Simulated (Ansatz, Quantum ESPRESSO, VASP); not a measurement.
One calculation of HfRu3, 3 ways

```
Hf Ru
1.0
     3.95577    0.00000    0.00000
     0.00000    3.95577    0.00000
     0.00000    0.00000    3.95577
Hf Ru
1 3
Direct
  0.00000 0.00000 0.00000
  0.00000 0.50000 0.50000
  0.50000 0.00000 0.50000
  0.50000 0.50000 0.00000
```

The cell comes from a database or a generator and needn't be the stable form of this composition.

Alike in all runs: task equation of state; functional PBE; k mesh 7 × 7 × 7; occupations fermi-dirac, width 0.05 eV; no spin polarisation; no spin-orbit coupling.

| program and potentials | plane-wave cutoff (eV) | notes | equilibrium volume (Å³/atom) | bulk modulus (GPa) |
| --- | --- | --- | --- | --- |
| Ansatz, Ansatz PAW | 420 | - | 15.40 | 232.7 |
| VASP, PBE PAW files Hf_pv, Ru_pv, 520 eV | 520 | - | 15.36 | 234.1 |
| Quantum ESPRESSO, SSSP 1.3 efficiency PBE | 816 | - | 15.39 | 233.3 |

The equilibrium volume spans 15.36 (VASP, PBE PAW files Hf_pv, Ru_pv, 520 eV) to 15.40 Å³/atom (Ansatz, Ansatz PAW). The bulk modulus spans 232.7 (Ansatz, Ansatz PAW) to 234.1 GPa (VASP, PBE PAW files Hf_pv, Ru_pv, 520 eV). For a metal such a mesh isn't converged, which the comparison doesn't need.

Differences between rows come from potentials, basis sets and numerical settings, since the functional is the same but for its coding. Runs on potential files found faulty are left out.
